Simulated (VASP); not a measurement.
**Si (relaxed from the hcp structure, space group P6_3/mmc): computed properties**

The numbers are results of r2SCAN meta-GGA, VASP's PBE PAW potentials (set 64) (plane waves; VASP), not measurements.

```
Quantity                                                                                  Value
----------------------------------  -----------------------------------------------------------
space group                                                                      P6_3/mmc (194)
cell                                a = b = 2.6268 Å, c = 4.5706 Å, α = β = 90.00°, γ = 120.00°
volume per atom                                                                   13.66 Å³/atom
band gap (over mesh and band path)                     none (metal, semimetal or under 0.01 eV)
density                                                                              3.42 g/cm³
```

```yaml
crystal:
  lattice:
    - [2.62679, 0.00000, 0.00000]
    - [-1.31339, 2.27486, 0.00000]
    - [0.00000, 0.00000, 4.57064]
  atoms:
    - { symbol: Si, position: [0.33333, 0.66667, 0.25000] }
    - { symbol: Si, position: [0.66667, 0.33333, 0.75000] }
```

The structure was generated: Si was put into the hcp type (P6_3/mmc), which need not be its known phase. It was relaxed first, which changed the volume by -6 %. Symmetry was kept, so distortions that lower it aren't found.
